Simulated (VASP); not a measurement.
The system is HPb2.

```
H Pb
1.0
     4.64233    0.00000    0.00000
    -2.32116    4.02037    0.00000
     0.00000    0.00000    3.41623
H Pb
1 2
Cartesian
  0.0000 0.0000 0.0000
  0.0000 2.6802 1.5373
  2.3212 1.3401 1.8789
```

The cell was built by a generator and needn't be a form met in nature.

* Program: VASP 6.6.1
* Task: relaxation of cell and atoms
* Functional: PBE
* Potentials or basis: VASP PAW PBE potentials, release 64 (H, Pb_d)
* Cutoff: 600 eV
* k mesh: 7 × 7 × 8
* Occupations: gaussian, width 0.05 eV
* Spin: no spin polarisation

At the start: pressure 15.4 GPa; volume 21.25 Å³/atom.

Question: Where does the relaxation end?

Answer: Over 35 steps the energy falls by 593.0 meV/atom and the volume is 24.13 Å³/atom (+13.5 %); space group P-3m1 (No. 164, to 0.05 Å).

Step by step:
| step | energy change (eV) | largest force (eV/Å) | pressure (GPa) | volume (Å³) |
| --- | --- | --- | --- | --- |
| 1 | 0.0000 | 0.9783 | 15.35 | 63.76 |
| 2 | -0.9013 | 0.2779 | -2.05 | 84.10 |
| 3 | -0.9127 | 0.3460 | -0.79 | 80.89 |
| 4 | -0.9132 | 0.3334 | -1.03 | 81.43 |
| 5 | -0.9533 | 0.3052 | -0.78 | 79.88 |
| 6 | -0.9853 | 0.2992 | -0.18 | 77.71 |
| 7 | -0.9238 | 0.3435 | 2.50 | 73.28 |
| 8 | -0.9881 | 0.3254 | 0.11 | 76.98 |
| 9 | -0.9881 | 0.3483 | 0.59 | 76.03 |
| 10 | -0.9892 | 0.3396 | 0.36 | 76.47 |
| 11 | -1.0107 | 0.3722 | 0.15 | 76.71 |
| 12 | -1.0809 | 0.4586 | -0.45 | 77.44 |
| 13 | -1.2390 | 0.5126 | -1.43 | 78.90 |
| 14 | -1.3966 | 0.0721 | -2.35 | 81.85 |
| 15 | -1.4026 | 0.0573 | -2.35 | 81.78 |
| 16 | -1.4186 | 0.0174 | -2.33 | 81.56 |
| 17 | -1.4407 | 0.0808 | -2.19 | 81.12 |
| 18 | -1.4345 | 0.2563 | -1.65 | 80.22 |
| 19 | -1.4456 | 0.1862 | -1.94 | 80.70 |
| 20 | -1.4634 | 0.1928 | -1.84 | 80.23 |
| 21 | -1.5178 | 0.2004 | -1.54 | 78.81 |
| 22 | -1.6133 | 0.1801 | -0.79 | 76.00 |
| 23 | -1.7311 | 0.0888 | 1.60 | 70.43 |
| 24 | -1.7312 | 0.0218 | 2.66 | 68.52 |
| 25 | -1.7347 | 0.0313 | 2.15 | 69.38 |
| 26 | -1.7671 | 0.0902 | 1.02 | 70.58 |
| 27 | -1.7710 | 0.1462 | 0.57 | 71.14 |
| 28 | -1.7710 | 0.1516 | 0.53 | 71.21 |
| 29 | -1.7746 | 0.1195 | 0.24 | 71.73 |
| 30 | -1.7771 | 0.0504 | -0.34 | 72.93 |
| 31 | -1.7772 | 0.0614 | -0.26 | 72.73 |
| 32 | -1.7786 | 0.0274 | -0.09 | 72.48 |
| 33 | -1.7790 | 0.0012 | 0.05 | 72.28 |
| 34 | -1.7791 | 0.0048 | 0.07 | 72.25 |
| 35 | -1.7791 | 0.0047 | 0.00 | 72.38 |

Final structure:
```
H Pb
1.0
     4.87523    0.00000    0.00000
    -2.43761    4.22207    0.00000
     0.00000    0.00000    3.51628
H Pb
1 2
Direct
  0.00000 0.00000 0.00000
  0.33333 0.66667 0.22092
  0.66667 0.33333 0.77908
```
